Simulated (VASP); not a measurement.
VASP ran on this input.

**INCAR**
```
# general
SYSTEM  = LuZn
PREC    = Accurate
ENCUT   = 300
LREAL   = .FALSE.
LASPH   = .TRUE.

# electronic loop
EDIFF   = 1E-6
NELM    = 100
ALGO    = Normal
LMAXMIX = 6

# smearing
ISMEAR  = 0
SIGMA   = 0.1

# functional
GGA     = PS

# ions
ISIF    = 2

# output
LWAVE   = .FALSE.
LCHARG  = .FALSE.
```

POSCAR:
```
LuZn
3.4910
  1.0000000000   0.0000000000   0.0000000000
  0.0000000000   1.0000000000   0.0000000000
  0.0000000000   0.0000000000   1.0000000000
Lu Zn
1 1
Direct
  0.0000000000   0.0000000000   0.0000000000
  0.5000000000   0.5000000000   0.5000000000
```

File KPOINTS:
```
Regular mesh
0
Gamma
 12 12 12
```

POTCAR, in this order: Lu_3 Zn (PBE.64 set). Program: vasp_std.

Problem. Translate this PBEsol calculation to Ansatz.

Solution. One equivalent input (not run):
Ansatz 0.2 input:
```yaml
crystal:
  lattice:
    - [3.4910000, 0.0000000, 0.0000000]
    - [0.0000000, 3.4910000, 0.0000000]
    - [0.0000000, 0.0000000, 3.4910000]
  atoms:
    - { symbol: Lu, position: [0.0000000, 0.0000000, 0.0000000] }
    - { symbol: Zn, position: [0.5000000, 0.5000000, 0.5000000] }
kpoints:
  mp_grid: { grid: [12, 12, 12] }
hamiltonian:
  xc: pbesol
  pseudopotentials: { kind: paw }
scf:
  occupations: { method: gaussian, width: 0.1 }
  max_iter: 100
output: { forces: true, stress: true, eigenvalues: true }
```
The two are equivalent in intent, not identical: each code has its own PAW files, so the cut-off isn't converted (ENCUT is set for VASP's; basis.ecutwfc is left out, and Ansatz then takes the one that its files recommend); Ansatz stops its SCF on the density residual and VASP on the energy change (EDIFF).

The structure comes from a measured LuZn entry (Pm-3m) of the Crystallography Open Database, whose conditions weren't checked. The cell was not relaxed at this level.
